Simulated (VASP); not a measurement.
A 63-atom supercell of MgO (rock salt) holds O vacancy in charge state +1. It is relaxed twice, with the total moment held at 1 and at 3 μB. Computed with PBE GGA, VASP's PBE PAW potentials (set 64) (plane waves; VASP). Numerical set-up: PREC = Normal, LREAL = Auto, ISYM = 0, NELECT = 249.0, EDIFF = 1E-5, 400 eV cut-off, 1×1×1 Γ-centred mesh, Gaussian smearing of 0.050 eV, potentials Mg O.

The cell is charged, with a uniform compensating background. The supercell is sampled at Γ alone, which is coarse: total energies, pressure and levels can be off, energies of defects by several tenths of an eV.

Q: Which spin state lies lower, and by how much?

A: The state with 1 μB lies lower, by 4.98 eV.

The cell is a supercell with a defect, built from MgO (rock salt).
